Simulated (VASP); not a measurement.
Wanted: the native input for a VASP 6.6.1 run.

- Task: single point
- Functional: PBE
- Potentials or basis: VASP PAW PBE potentials, release 64 (Ge_d, Al, N)
- Cutoff: 520 eV
- k mesh: 2 × 2 × 2
- Occupations: gaussian, width 0.01 eV
- Spin: collinear spin, typed start
- Starting moments: [0.2, 0.0, 0.0, 0.0, 0.0, 0.0, 0.0, 0.0, 0.2, 0.0, 0.0, 0.0, 0.2, 0.2, 0.0, 0.2] μB
- Dipole correction: no
- Further INCAR settings: LREAL = Auto; ALGO = Normal; EDIFF = 1e-07; NBANDS = 56

The structure of Al7GeN8 (a cell with a defect) lies in POSCAR:

```
Al7GeN8
1.0
    0.0000000000      0.0000000000      5.0179604226
   -3.1302455678      5.4217443637      0.0000000000
   -3.1302455678     -5.4217443637      0.0000000000
Ge Al N
1 7 8
Direct
    1.0064313410      0.1908179998      0.3456221663
    1.0011477944      0.6704371503      0.3339766139
    0.9956905613      0.1609977884      0.8308396280
    1.0011698903      0.6705317817      0.8370813686
    0.5060540986      0.8300865304      0.1653521711
    0.4976056868      0.3344528030      0.1593759737
    0.4961394559      0.8293280597      0.6649290956
    0.4975972771      0.3345542523      0.6758228562
    0.4100543726      0.1651950979      0.3328528336
    0.3797582026      0.6665038756      0.3322850442
    0.3715425355      0.1587749677      0.8296281794
    0.3797125199      0.6665110762      0.8347436392
    0.8888813395      0.8442862347      0.1724333435
    0.8710794515      0.3446826153      0.1506527881
    0.8765945448      0.8299699633      0.6652769189
    0.8709771157      0.3448166894      0.6947926729
```

The cell isn't the ideal one: Ge on a Al site (b), charge +0, atoms relaxed at the host's cell.

One way to write it, as run:

INCAR

```
SYSTEM = Al7GeN8
PREC = Accurate
ENCUT = 520
EDIFF = 1E-7
ISMEAR = 0
SIGMA = 0.01
LREAL = Auto
LASPH = .TRUE.
NELM = 150
ALGO = Normal
ISIF = 2
LWAVE = .FALSE.
LCHARG = .TRUE.
ISPIN = 2
MAGMOM = 0.2 0 0 0 0 0 0 0 0.2 0 0 0 0.2 0.2 0 0.2
LORBIT = 11
GGA = PE
LELF = .TRUE.
LVHAR = .TRUE.
NBANDS = 56
```

KPOINTS

```
Automatic mesh
0
G
  2 2 2
  0 0 0
```

Potentials or basis: VASP PAW PBE potentials, release 64 (Ge_d, Al, N).

Launch:

```console
$ cat potpaw_PBE.64/Ge_d/POTCAR potpaw_PBE.64/Al/POTCAR potpaw_PBE.64/N/POTCAR > POTCAR
$ mpirun -np 1 vasp_std > vasp.out
```

Results of the run:

The pressure is 6.1 GPa, the largest force is 0.023 eV/Å and the band gap on the k mesh is none (metal or under the smearing width). The net moment is 0.00 μB per cell and the valence electrons inside the program's atomic spheres are Ge 12.43; Al 0.80, 0.83; N 3.82, 3.86, 3.84, 3.85.

Caveat: the k mesh is coarse (spacing up to 0.63 Å⁻¹), so the values aren't converged.

Wall time 2.2 min on 1 thread of Intel(R) Xeon(R) 6975P-C (Granite Rapids), on a shared host, peak memory 0.4 GiB.
